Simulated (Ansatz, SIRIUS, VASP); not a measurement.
**One calculation of HfIn4SiO6, 4 ways**

```
CELL_PARAMETERS angstrom
2.71585 -4.70357 0.00833
2.71585 4.70357 0.00833
-1.87915 0.00000 7.40127
ATOMIC_POSITIONS crystal
Hf 0.79814 0.21049 0.00787
In 0.60814 0.38382 0.49927
In 0.45037 0.54161 0.99591
In 0.28386 0.71739 0.50237
In 0.95191 0.03805 0.49763
Si 0.11396 0.87178 0.00216
O 0.05514 0.10977 0.85882
O 0.87766 0.94005 0.13393
O 0.79611 0.54315 0.86007
O 0.46794 0.20229 0.12997
O 0.14642 0.62634 0.13966
O 0.36891 0.84690 0.86786
```

The cell comes from a database or a generator and needn't be the stable form of this composition.

Atoms were shifted at random by some hundredths of an Å from the given cell, which wasn't relaxed again for these runs.

Alike in all runs: task single point; functional PBE; k mesh 6 × 6 × 4; occupations fermi-dirac, width 0.05 eV; no spin polarisation; no spin-orbit coupling. A missing gap at this level doesn't show that the real crystal is a metal. Pressure is positive in compression and, in plane waves, holds the error of the finite cutoff, which Ansatz's Pulay term estimates and takes out.

```json
{"program and potentials": "Ansatz, Ansatz PAW", "plane-wave cutoff (eV)": "420", "notes": "9.83 valence electrons an atom on average; Pulay term of +0.44 GPa included", "band gap (eV)": "no gap", "pressure (GPa)": "-0.35", "largest force (eV/Å)": "1.389"}
{"program and potentials": "Ansatz, all-electron LAPW, scalar-relativistic", "plane-wave cutoff (eV)": "-", "notes": "-", "band gap (eV)": "no gap", "pressure (GPa)": "-0.33", "largest force (eV/Å)": "1.386"}
{"program and potentials": "VASP, PBE PAW files Hf_pv, In_d, O, Si, 520 eV", "plane-wave cutoff (eV)": "520", "notes": "8.5 valence electrons an atom on average", "band gap (eV)": "no gap", "pressure (GPa)": "-0.77", "largest force (eV/Å)": "1.374"}
{"program and potentials": "SIRIUS, PseudoDojo 0.4.1 PBE standard (scalar relativistic)", "plane-wave cutoff (eV)": "1152", "notes": "8.67 valence electrons an atom on average", "band gap (eV)": "no gap", "pressure (GPa)": "-0.81", "largest force (eV/Å)": "1.338"}
```

Force on atom 1 (Hf), eV/Å:

| program and potentials | x | y | z |
| --- | --- | --- | --- |
| Ansatz, Ansatz PAW | -0.096 | 1.123 | -0.812 |
| Ansatz, all-electron LAPW, scalar-relativistic | -0.096 | 1.121 | -0.810 |
| VASP, PBE PAW files Hf_pv, In_d, O, Si, 520 eV | -0.115 | 1.108 | -0.805 |
| SIRIUS, PseudoDojo 0.4.1 PBE standard (scalar relativistic) | -0.120 | 1.084 | -0.775 |

None finds a gap. The pressure spans -0.81 (SIRIUS, PseudoDojo 0.4.1 PBE standard (scalar relativistic)) to -0.33 GPa (Ansatz, all-electron LAPW, scalar-relativistic), with all-electron results at -0.33.

Differences between rows come from potentials, basis sets and numerical settings, since the functional is the same but for its coding. Runs on potential files found faulty are left out.
